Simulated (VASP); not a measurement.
Output of a VASP run:

File OUTCAR:
```
 ion  position               nearest neighbor table
   1  0.000  0.000  0.000-   3 2.79   4 2.79   5 2.79   3 2.79   4 2.79   4 2.79   5 2.79   4 2.79
                             3 2.79   5 2.79   3 2.79   5 2.79   2 3.41   2 3.41   2 3.41   2 3.41
   2  0.500  0.500  0.500-   3 1.97   4 1.97   5 1.97   5 1.97   3 1.97   4 1.97   1 3.41   1 3.41
                             1 3.41   1 3.41   1 3.41   1 3.41   1 3.41   1 3.41
   3  0.500  0.000  0.500-   2 1.97   2 1.97   1 2.79   1 2.79   1 2.79   1 2.79
   4  0.000  0.500  0.500-   2 1.97   2 1.97   1 2.79   1 2.79   1 2.79   1 2.79
   5  0.500  0.500  0.000-   2 1.97   2 1.97   1 2.79   1 2.79   1 2.79   1 2.79
  LATTYP: Found a simple cubic cell.
 ALAT       =     3.9425509724
 Subroutine PRICEL returns:
 Original cell was already a primitive cell.
 Subroutine GETGRP returns: Found 48 space group operations
The static configuration has the point symmetry O_h .
The dynamic configuration has the point symmetry O_h .
The overall configuration has the point symmetry O_h .
 Subroutine INISYM returns: Found 48 space group operations
 Subroutine IBZKPT returns following result:
 Found     10 irreducible k-points:

 Following reciprocal coordinates:
            Coordinates               Weight
  0.000000  0.000000  0.000000      1.000000
  0.200000  0.000000  0.000000      6.000000
  0.400000  0.000000  0.000000      6.000000
  0.200000  0.200000  0.000000     12.000000
  0.400000  0.200000  0.000000     24.000000
  0.400000  0.400000  0.000000     12.000000
  0.200000  0.200000  0.200000      8.000000
  0.400000  0.200000  0.200000     24.000000
  0.400000  0.400000  0.200000     24.000000
  0.400000  0.400000  0.400000      8.000000
   k-points           NKPTS =     10   k-points in BZ     NKDIM =     10   number of bands    NBANDS=     48
   number of dos      NEDOS =    301   number of ions     NIONS =      5
   total plane-waves  NPLWV =  27000
   dimension x,y,z NGX =    30 NGY =   30 NGZ =   30
   dimension x,y,z NGXF=    60 NGYF=   60 NGZF=   60
   ions per type =               1   1   3
   PREC   = accura    normal or accurate (medium, high low for compatibility)
   ISTART =      0    job   : 0-new  1-cont  2-samecut
   ICHARG =      2    charge: 1-file 2-atom 10-const
   ISPIN  =      1    spin polarized calculation?
   LNONCOLLINEAR =      T non collinear calculations
   LSORBIT =      T    spin-orbit coupling
   INIWAV =      1    electr: 0-lowe 1-rand  2-diag
   ENCUT  =  520.0 eV  38.22 Ry    6.18 a.u.   7.33  7.33  7.33*2*pi/ulx,y,z
   NELM   =    100;   NELMIN=  2; NELMDL= -5     # of ELM steps
   EDIFF  = 0.1E-05   stopping-criterion for ELM
   LREAL  =      F    real-space projection
   NLSPLINE    = F    spline interpolate recip. space projectors
   LMAXMIX     =    4 max onsite mixed and CHGCAR
   VOSKOWN=      0    Vosko Wilk Nusair interpolation
   EDIFFG = 0.1E-04   stopping-criterion for IOM
   NSW    =      0    number of steps for IOM
   NBLOCK =      1;   KBLOCK =      1    inner block; outer block
   IBRION =     -1    ionic relax: 0-MD 1-quasi-New 2-CG
   NFREE  =      0    steps in history (QN), initial steepest desc. (CG)
   ISIF   =      2    stress and relaxation
   ISYM   =      2    0-nonsym 1-usesym 2-fastsym
   TEIN   =    0.0    initial temperature
   TEBEG  =    0.0;   TEEND  =   0.0 temperature during run
   SMASS  =  -3.00    Nose mass-parameter (am)
   PSTRESS=    0.0 pullay stress
   NELECT =      40.0000    total number of electrons
   EFERMI =   0.00;   METHOD = LEGACY
   ISMEAR =     0;   SIGMA  =   0.05  broadening in eV -4-tet -1-fermi 0-gaus
   IALGO  =     38    algorithm
   LDIAG  =      T    sub-space diagonalisation (order eigenvalues)
   IMIX   =      4    mixing-type and parameters
     AMIX     =   0.40;   BMIX     =  1.00
     AMIX_MAG =   1.60;   BMIX_MAG =  1.00
     AMIN     =   0.10
   GGA     = PE    functional components
   VOSKOWN =     0    Vosko Wilk Nusair interpolation
   LHFCALC =     F    Hartree Fock is set to
   LHFONE  =     F    Hartree Fock one center treatment
   AEXX    =    0.0000 exact exchange contribution
   IVDW    =     0    specifies the selected vdW correction
   LEPSILON=     F    determine dielectric tensor
   LRPA    =     F    only Hartree local field effects (RPA)
...
```

OSZICAR:
```
       N       E                     dE             d eps       ncg     rms          rms(c)
DAV:   1     0.523618896776E+03    0.52362E+03   -0.20577E+04   960   0.184E+03
DAV:   2     0.329305543059E+02   -0.49069E+03   -0.46823E+03  1048   0.536E+02
DAV:   3    -0.460055535007E+02   -0.78936E+02   -0.77570E+02  1288   0.200E+02
DAV:   4    -0.503997505531E+02   -0.43942E+01   -0.43878E+01  1376   0.467E+01
DAV:   5    -0.506085028797E+02   -0.20875E+00   -0.20866E+00  1464   0.833E+00    0.295E+01
DAV:   6    -0.400822373853E+02    0.10526E+02   -0.60888E+01  1448   0.743E+01    0.189E+01
DAV:   7    -0.402793182277E+02   -0.19708E+00   -0.97602E+00  1328   0.255E+01    0.123E+01
DAV:   8    -0.402867320730E+02   -0.74138E-02   -0.18674E+00  1312   0.162E+01    0.339E+00
DAV:   9    -0.401947279860E+02    0.92004E-01   -0.48680E-01  1304   0.788E+00    0.932E-01
DAV:  10    -0.402035937112E+02   -0.88657E-02   -0.14838E-01  1184   0.289E+00    0.909E-01
DAV:  11    -0.401922599703E+02    0.11334E-01   -0.54675E-02  1416   0.235E+00    0.187E-01
DAV:  12    -0.401924926153E+02   -0.23264E-03   -0.38235E-03  1192   0.494E-01    0.111E-01
DAV:  13    -0.401924165764E+02    0.76039E-04   -0.67726E-04  1320   0.324E-01    0.502E-02
DAV:  14    -0.401924572570E+02   -0.40681E-04   -0.23523E-04  1440   0.164E-01    0.398E-02
DAV:  15    -0.401924465512E+02    0.10706E-04   -0.42262E-05  1288   0.827E-02    0.107E-02
DAV:  16    -0.401924476648E+02   -0.11136E-05   -0.41161E-06  1240   0.153E-02    0.550E-03
DAV:  17    -0.401924479038E+02   -0.23907E-06   -0.77033E-07   600   0.857E-03
   1 F= -.40192448E+02 E0= -.40192448E+02  d E =-.455626E-13  mag=    -0.0000    -0.0000    -0.0000
       N       E                     dE             ncg
       N       E                     dE             ncg
       N       E                     dE             ncg
       N       E                     dE             ncg
       N       E                     dE             ncg
```

### OUTCAR
```
------------------------ aborting loop because EDIFF is reached ----------------------------------------
  FORCE on cell =-STRESS in cart. coord.  units (eV):
  Direction    XX          YY          ZZ          XY          YZ          ZX
  --------------------------------------------------------------------------------------
  Total       -0.0620202     -0.0620202     -0.0620202      0.0000000     -0.0000000      0.0000000
  in kB       -1.6214801     -1.6214801     -1.6214801      0.0000000     -0.0000000      0.0000000
  external PRESSURE =      -1.6214801 kB  Pullay stress =       0.0000000 kB
  volume of cell :       61.28
      direct lattice vectors                 reciprocal lattice vectors
     3.942550972  0.000000000  0.000000000     0.253642884  0.000000000  0.000000000
     0.000000000  3.942550972  0.000000000     0.000000000  0.253642884  0.000000000
     0.000000000  0.000000000  3.942550972     0.000000000  0.000000000  0.253642884
 POSITION                                       TOTAL-FORCE (eV/Angst)
 -----------------------------------------------------------------------------------
      0.00000      0.00000      0.00000         0.000000      0.000000      0.000000
      1.97128      1.97128      1.97128         0.000000      0.000000      0.000000
      1.97128      0.00000      1.97128         0.000000      0.000000      0.000000
      0.00000      1.97128      1.97128         0.000000      0.000000      0.000000
      1.97128      1.97128      0.00000         0.000000      0.000000      0.000000
 -----------------------------------------------------------------------------------
    total drift:                                0.000000      0.000000      0.000000
  FREE ENERGIE OF THE ION-ELECTRON SYSTEM (eV)
  ---------------------------------------------------
  free  energy   TOTEN  =       -40.1924479038 eV

  energy  without entropy=      -40.1924479038  energy(sigma->0) =      -40.19244790

 Ion:    1  E_soc:     -0.1742466

 Ion:    2  E_soc:     -0.0099264

 Ion:    3  E_soc:     -0.0002262

 Ion:    4  E_soc:     -0.0002262

 Ion:    5  E_soc:     -0.0002262
```
(Selected blocks of OUTCAR.)

### POSCAR
```
SrTiO3
1
    3.9425509724     0.0000000000     0.0000000000
    0.0000000000     3.9425509724     0.0000000000
    0.0000000000     0.0000000000     3.9425509724
Sr Ti O
1 1 3
Direct
  0.0000000000   0.0000000000   0.0000000000
  0.5000000000   0.5000000000   0.5000000000
  0.5000000000   0.0000000000   0.5000000000
  0.0000000000   0.5000000000   0.5000000000
  0.5000000000   0.5000000000   0.0000000000
```

Problem. Reconstruct the remaining input files.

Solution. This is not unique; one that fits is the input of the run itself, PBE GGA with spin-orbit coupling, plane waves, VASP's PBE PAW potentials (set 64).

KPOINTS:
```
Automatic mesh
0
Gamma
5 5 5
0 0 0
```

**KPOINTS_OPT**
```
k-points along high-symmetry lines
8
Line-mode
Reciprocal
  0.000000   0.000000   0.000000 ! GAMMA
  0.000000   0.500000   0.000000 ! X

  0.000000   0.500000   0.000000 ! X
  0.500000   0.500000   0.000000 ! M

  0.500000   0.500000   0.000000 ! M
  0.000000   0.000000   0.000000 ! GAMMA

  0.000000   0.000000   0.000000 ! GAMMA
  0.500000   0.500000   0.500000 ! R

  0.500000   0.500000   0.500000 ! R
  0.000000   0.500000   0.000000 ! X

  0.500000   0.500000   0.500000 ! R
  0.500000   0.500000   0.000000 ! M
```

INCAR:
```
SYSTEM = SrTiO3
PREC = Accurate
ENCUT = 520
EDIFF = 1E-6
NELM = 100
ALGO = Normal
LREAL = .FALSE.
LASPH = .TRUE.
ISMEAR = 0
SIGMA = 0.05
GGA = PE
LMAXMIX = 4
LWAVE = .FALSE.
LCHARG = .FALSE.
LSORBIT = .TRUE.
MAGMOM = 0 0 0 0 0 0 0 0 0 0 0 0 0 0 0
GGA_COMPAT = .FALSE.
```

POTCAR, in this order: Sr_sv Ti_sv O (PBE.64 set). Program: vasp_ncl.

The compound is SrTiO3 in the cubic perovskite structure, the ideal cubic form; the compound distorts at low or room temperature. It was relaxed first.
